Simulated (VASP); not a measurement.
Write the native input for VASP 6.6.1 that does the following.

```yaml
Task: single point
Functional: PBE
Potentials_or_basis: VASP PAW PBE potentials, release 64 (O, Ga_d, F, H)
Cutoff: 520 eV
k_mesh: 1 × 1 × 1
Occupations: gaussian, width 0.01 eV
Spin: no spin polarisation
Further_INCAR_settings: ALGO = Normal; EDIFF = 1e-07; NBANDS = 30
```

The structure of OGaF3H2 lies in POSCAR:

```
GaH2OF3
1.0
   12.0000000000      0.0000000000      0.0000000000
    0.0000000000     13.0000000000      0.0000000000
    0.0000000000      0.0000000000     12.0000000000
O Ga F H
1 1 3 2
Direct
    0.4026625000      0.5522384600      0.5450000000
    0.5204291700      0.4581307700      0.4763500000
    0.5584958300      0.4044769200      0.6048333300
    0.4512541700      0.3803769200      0.3809833300
    0.6002125000      0.5607000000      0.4251166700
    0.4019541700      0.5416692300      0.6246833300
    0.4237208300      0.6228538500      0.5313500000
```

The input as run:

INCAR

```
SYSTEM = GaH2OF3
  ALGO = Normal
  EDIFF = 1E-7
  ENCUT = 520
  GGA = PE
  ISIF = 2
  ISMEAR = 0
  LASPH = .True.
  LCHARG = .False.
  LREAL = .False.
  LWAVE = .False.
  NBANDS = 30
  NELM = 60
  PREC = Accurate
  SIGMA = 0.01
```

KPOINTS

```
k-points
0
Gamma
  1 1 1
  0 0 0
```

Potentials or basis: VASP PAW PBE potentials, release 64 (O, Ga_d, F, H).

Command:

```console
$ cat potpaw_PBE.64/O/POTCAR potpaw_PBE.64/Ga_d/POTCAR potpaw_PBE.64/F/POTCAR potpaw_PBE.64/H/POTCAR > POTCAR
$ mpirun -np 1 vasp_gam > vasp.out
```

It gave:

| Quantity | Value |
| --- | --- |
| Largest force | 0.579 eV/Å |
| Gap between the frontier levels | 6.32 eV |

Run time: 2.3 min on 1 thread of Intel(R) Xeon(R) 6975P-C (Granite Rapids) (shared host), peak memory 1.4 GiB.
